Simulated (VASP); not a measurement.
Given:

```yaml
crystal:
  lattice:
    - [2.91720, 0.00000, 0.00000]
    - [0.00000, 2.91720, 0.00000]
    - [0.00000, 0.00000, 2.91720]
  atoms:
    - { symbol: Al, position: [0.50000, 0.50000, 0.50000] }
    - { symbol: Co, position: [0.00000, 0.00000, 0.00000] }
```
Cell charge +0.02.

Computed with PBE GGA, VASP's PBE PAW potentials (set 64) (plane waves; VASP). Settings: NELECT = 11.98, 400 eV cut-off, 11×11×11 Γ-centred mesh, Gaussian smearing of 0.050 eV, potentials Al Co.

The cell is charged, with a uniform compensating background.

Question: Give the stress tensor in GPa (positive for a compressed cell).

Answer: 
```
-12.41    0.00    0.00
  0.00  -12.41    0.00
  0.00    0.00  -12.41
```
The pressure is its mean diagonal, -12.41 GPa.

The compound is CoAl in the CsCl type structure. The cell was not relaxed at this level. The run is one of a series of settings (ISMEAR = 0, NELECT = 11.98, SIGMA = 0.05 against the base run), some of them coarse on purpose. The run is not spin-polarised, so no magnetic state was tried.
